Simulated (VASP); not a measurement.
Set up this calculation in VASP 6.6.1, as the native input.

```yaml
Task: relaxation of cell and atoms
Functional: PBE
Potentials_or_basis: VASP PAW PBE potentials, release 64 (Ti_sv, Si, Te)
Cutoff: 520 eV
k_mesh: 4 × 4 × 4
Occupations: gaussian, width 0.15 eV
Spin: no spin polarisation
Further_INCAR_settings: PREC = Normal; ALGO = Fast; EDIFF = 0.0001; IBRION = 2; EDIFFG = -0.08; NSW = 24; ISIF = 3
```

The structure of Ti2SiTe2 lies in POSCAR:

```
Ti2SiTe2
1.0
   -2.1559920100      3.0599115500      4.6116933600
    2.1559920100     -3.0599115500      4.6116933600
    2.1559920100      3.0599115500     -4.6116933600
Ti Si Te
2 1 2
Direct
    0.2897999900      0.5000000000      0.7897999900
    0.7102000100      0.5000000000      0.2102000100
    0.0000000000      0.0000000000      0.0000000000
    0.2885500000      0.7885500000      0.5000000000
    0.7114500000      0.2114500000      0.5000000000
```

The cell was built by a generator and needn't be a form met in nature.

The input as run:

INCAR

```
SYSTEM = Ti2SiTe2
PREC = Normal
ENCUT = 520
EDIFF = 1E-4
ISMEAR = 0
SIGMA = 0.15
LREAL = .FALSE.
LASPH = .TRUE.
NELM = 60
ALGO = Fast
ISIF = 3
LWAVE = .FALSE.
LCHARG = .FALSE.
GGA = PE
IBRION = 2
NSW = 24
EDIFFG = -0.08
KPAR = 2
```

KPOINTS

```
regular mesh
0
G
  4 4 4
  0 0 0
```

Potentials or basis: VASP PAW PBE potentials, release 64 (Ti_sv, Si, Te).

Run with:

```sh
$ cat potpaw_PBE.64/Ti_sv/POTCAR potpaw_PBE.64/Si/POTCAR potpaw_PBE.64/Te/POTCAR > POTCAR
$ mpirun -np 2 vasp_std > vasp.out
```

Results of the run:

* Relaxed volume: 20.58 Å³/atom
* Relaxed cell: a = 5.628 Å, b = 5.628 Å, c = 5.628 Å, α = 140.40°, β = 110.86°, γ = 82.73°
* Space group after relaxing (to 0.05 Å): Immm (No. 71)
* Energy gained by relaxing: 294.1 meV/atom
* Ionic steps: 10
* Pressure after relaxing: 0.1 GPa
* Largest force after relaxing: 0.019 eV/Å
* Band gap on the k mesh: none (metal or under the smearing width)

Caveat: the k mesh is coarse (spacing up to 0.45 Å⁻¹), so the values aren't converged; the volume moved by over 15 % at a fixed basis, so the end points are rough; the relaxation stopped at a loose force limit of 0.08 eV/Å, so its end isn't a converged minimum.

It took 2.2 min on 2 MPI ranks on Intel(R) Xeon(R) 6975P-C (Granite Rapids), on a shared host, peak memory 0.24 GiB a rank.
